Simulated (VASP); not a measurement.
An input for Quantum ESPRESSO's pw.x (written as the equivalent of a VASP run, and not itself run):

```
&CONTROL
  calculation = 'scf'
  pseudo_dir = './pseudo'
  outdir = './out'
  tprnfor = .true.
  tstress = .true.
/
&SYSTEM
  ibrav = 0
  nat = 8
  ntyp = 2
  ecutwfc = 82
  occupations = 'smearing'
  smearing = 'gaussian'
  degauss = 0.003675
  input_dft = 'pbesol'
/
&ELECTRONS
  conv_thr = 7.3e-08
  electron_maxstep = 100
/
ATOMIC_SPECIES
  Si 28.085 Si.upf
  C 12.011 C.upf
CELL_PARAMETERS angstrom
     3.0805100    0.0000000    0.0000000
    -1.5402550    2.6678000    0.0000000
     0.0000000    0.0000000   10.0848000
ATOMIC_POSITIONS crystal
  Si   0.0020140 -0.0017980 -0.0032240
  Si  -0.0102960 -0.0158570  0.4988950
  Si   0.6509000  0.3329380  0.7482310
  Si   0.3296730  0.6502060  0.2410390
  C    0.0096030  0.0217350  0.8132290
  C    0.0116640  0.0177370  0.3143470
  C    0.6706210  0.3211630  0.5638480
  C    0.3358210  0.6738760  0.0748950
K_POINTS automatic
  8 8 2 0 0 0
```

Question: Translate this input to VASP (INCAR, KPOINTS, POSCAR, choice of POTCAR).

Answer: This is not unique; one that fits is 
INCAR:
```
SYSTEM = SiC
PREC = Accurate
ENCUT = 400
EDIFF = 1E-6
NELM = 100
ALGO = Normal
LREAL = .FALSE.
LASPH = .TRUE.
ISMEAR = 0
SIGMA = 0.05
GGA = PS
LWAVE = .FALSE.
LCHARG = .FALSE.
ISIF = 2
```

POSCAR:
```
SiC
20.16960
  0.1527303467   0.0000000000   0.0000000000
 -0.0763651733   0.1322683643   0.0000000000
  0.0000000000   0.0000000000   0.5000000000
Si C
4 4
Cart
  0.0004449035  -0.0002378185  -0.0016120000
 -0.0003615891  -0.0020973795   0.2494475000
  0.0739873146   0.0440371647   0.3741155000
  0.0006979777   0.0860016841   0.1205195000
 -0.0001931275   0.0028748529   0.4066145000
  0.0004269577   0.0023460440   0.1571735000
  0.0778985096   0.0424797047   0.2819240000
 -0.0001705998   0.0891324762   0.0374475000
```

### KPOINTS
```
Automatic mesh
0
Gamma
8 8 2
0 0 0
```

POTCAR, in this order: Si C (PBE.64 set). Program: vasp_std.

What does not carry over: the potentials are each code's own (VASP's PAW set, PseudoDojo norm-conserving files in pw.x), so ENCUT and ecutwfc are chosen apart and not converted; conv_thr bounds pw.x's estimated SCF error, while EDIFF bounds the energy change between steps.

The structure was generated: SiC was put into an ordered model structure, which need not be its known phase. The cell was not relaxed at this level, atoms are displaced from their ideal sites. The run is one of a series of settings (GGA = PS against the base run), some of them coarse on purpose.
